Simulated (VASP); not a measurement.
Consider the following.

```xyz
8
Lattice="3.5038 0.0000 0.0000 -1.7519 3.0344 0.0000 0.0000 0.0000 15.6159" Properties=species:S:1:pos:R:3 pbc="T T T"
Ga     0.0000     2.0229     5.0978
Ga     1.7519     1.0115    10.5181
Ga     1.7519     1.0115    12.9058
Ga     0.0000     2.0229     2.7101
S      0.0000     2.0229    13.9473
S      1.7519     1.0115     1.6686
S      1.7519     1.0115     6.1394
S      0.0000     2.0229     9.4765
```

The numbers are results of HSE06 screened hybrid, VASP's PBE PAW potentials (set 64) (plane waves; VASP), not measurements. Run with 300 eV cut-off, 5×5×1 Γ-centred mesh, Fermi-Dirac smearing of 0.020 eV, potentials Ga_d S.

At this cut-off the stress carries a Pulay error, which pulls relaxed volumes low.

Task: Estimate the energy per atom (σ→0), pressure.

Result: 
energy per atom (σ→0): -4.991 eV/atom
pressure: 6.54 GPa

The structure comes from a computed database's GaS entry; how it stands against other phases isn't given here. The cell was not relaxed at this level.
